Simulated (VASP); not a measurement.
Here is the system:

```
CELL_PARAMETERS angstrom
      0.00000     2.51622     2.51622
      2.51622     0.00000     2.51622
      2.51622     2.51622     0.00000
ATOMIC_POSITIONS crystal
  Pr 0.00000 0.00000 0.00000
  O  0.50000 0.50000 0.50000
```

Computed with PBEsol GGA with spin-orbit coupling, VASP's PBE PAW potentials (set 64) (plane waves; VASP). Numerical set-up: 520 eV cut-off, 11×11×11 Γ-centred mesh, Gaussian smearing of 0.050 eV, potentials Pr_3 O.

The 4f electrons are frozen in the core of the lanthanide potential, so 4f levels, which can set the real gap, and their magnetism are missing.

Q: What does the run give for the energy per atom (σ→0), band gap (over mesh and band path) with the smallest direct gap where there is one?

A: 
```json
{
  "band gap (over mesh and band path)": "none (metal, semimetal or under 0.01 eV)",
  "energy per atom (σ→0)": "-8.134 eV/atom"
}
```

The structure comes from a computed database's PrO entry (Fm-3m); how it stands against other phases isn't given here. It was relaxed first.
